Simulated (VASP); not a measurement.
Level of theory: PBEsol GGA, VASP's PBE PAW potentials (set 64) (plane waves; VASP).

Input for VASP

**INCAR**
```
SYSTEM = O atom
PREC = Normal
ENCUT = 520
EDIFF = 1E-6
NELM = 200
ALGO = All
LREAL = .FALSE.
LASPH = .TRUE.
ISMEAR = 0
SIGMA = 0.01
GGA = PS
ISPIN = 2
MAGMOM = 2
LORBIT = 10
LWAVE = .FALSE.
LCHARG = .FALSE.
ISYM = 0
NUPDOWN = 2
```

**KPOINTS**
```
K-points
0
G
 1 1 1
0 0 0
```

File POSCAR:
```
O atom
1.0
 12.0000000000   0.0000000000   0.0000000000
  0.0000000000  12.5000000000   0.0000000000
  0.0000000000   0.0000000000  13.0000000000
O
1
Direct
  0.0000000000   0.0000000000   0.0000000000
```

POTCAR, in this order: O (PBE.64 set). Program: vasp_gam. Read from the step before: WAVECAR.

The resulting files:

**OSZICAR**
```
       N       E                     dE             d eps       ncg     rms           ort
SDA:   1    -0.164885149125E+01   -0.16489E+01    0.00000E+00     8   0.119E-01   0.000E+00
CGA:   2    -0.165115461223E+01   -0.23031E-02   -0.23033E-02     8   0.358E-02   0.308E-04
CGA:   3    -0.165198827941E+01   -0.83367E-03   -0.83338E-03     8   0.692E-03   0.756E-05
SDA:   4    -0.165283375343E+01   -0.84547E-03   -0.84547E-03     8   0.239E-01   0.116E-02
SDA:   5    -0.179602502531E+01   -0.14319E+00   -0.14050E+00     8   0.286E+00   0.148E-01
CGA:   6    -0.182340675831E+01   -0.27382E-01   -0.52010E-01     8   0.338E-01   0.394E-01
CGA:   7    -0.184141546330E+01   -0.18009E-01   -0.18003E-01     8   0.123E-01   0.332E-04
CGA:   8    -0.184427567540E+01   -0.28602E-02   -0.28597E-02     8   0.298E-02   0.355E-05
CGA:   9    -0.184519706296E+01   -0.92139E-03   -0.92137E-03     8   0.434E-03   0.131E-06
CGA:  10    -0.184536811107E+01   -0.17105E-03   -0.17104E-03     8   0.120E-03   0.542E-07
CGA:  11    -0.184540339472E+01   -0.35284E-04   -0.35282E-04     8   0.237E-04  -0.159E-06
CGA:  12    -0.184541132224E+01   -0.79275E-05   -0.79291E-05     8   0.407E-05  -0.474E-07
CGA:  13    -0.184541270395E+01   -0.13817E-05   -0.13775E-05     8   0.754E-06   0.145E-06
CGA:  14    -0.184541299136E+01   -0.28741E-06   -0.28682E-06     8   0.202E-06   0.129E-07
   1 F= -.18454130E+01 E0= -.18454130E+01  d E =-.475158E-12  mag=     2.0000
```

OUTCAR:
```
------------------------ aborting loop because EDIFF is reached ----------------------------------------
  FORCE on cell =-STRESS in cart. coord.  units (eV):
  Direction    XX          YY          ZZ          XY          YZ          ZX
  --------------------------------------------------------------------------------------
  Total       -0.0266764     -0.0316539     -0.0313845     -0.0028064      0.0043487      0.0017832
  in kB       -0.0219181     -0.0260078     -0.0257865     -0.0023059      0.0035730      0.0014652
  external PRESSURE =      -0.0245708 kB  Pullay stress =       0.0000000 kB
  volume of cell :     1950.00
      direct lattice vectors                 reciprocal lattice vectors
    12.000000000  0.000000000  0.000000000     0.083333333  0.000000000  0.000000000
     0.000000000 12.500000000  0.000000000     0.000000000  0.080000000  0.000000000
     0.000000000  0.000000000 13.000000000     0.000000000  0.000000000  0.076923077
 POSITION                                       TOTAL-FORCE (eV/Angst)
 -----------------------------------------------------------------------------------
      0.00000      0.00000      0.00000        -0.000000      0.000000     -0.000000
 -----------------------------------------------------------------------------------
    total drift:                               -0.000000      0.000000     -0.000000
  FREE ENERGIE OF THE ION-ELECTRON SYSTEM (eV)
  ---------------------------------------------------
  free  energy   TOTEN  =        -1.8454129914 eV

  energy  without entropy=       -1.8454129914  energy(sigma->0) =       -1.84541299

 total charge

# of ion       s       p       d       tot
------------------------------------------
    1        1.621   2.923   0.000   4.544

 magnetization (x)

# of ion       s       p       d       tot
------------------------------------------
    1        0.015   1.527   0.000   1.541
```
(Selected blocks of OUTCAR.)

The atom may not be in its lowest state.

The cell is a free atom in a box.
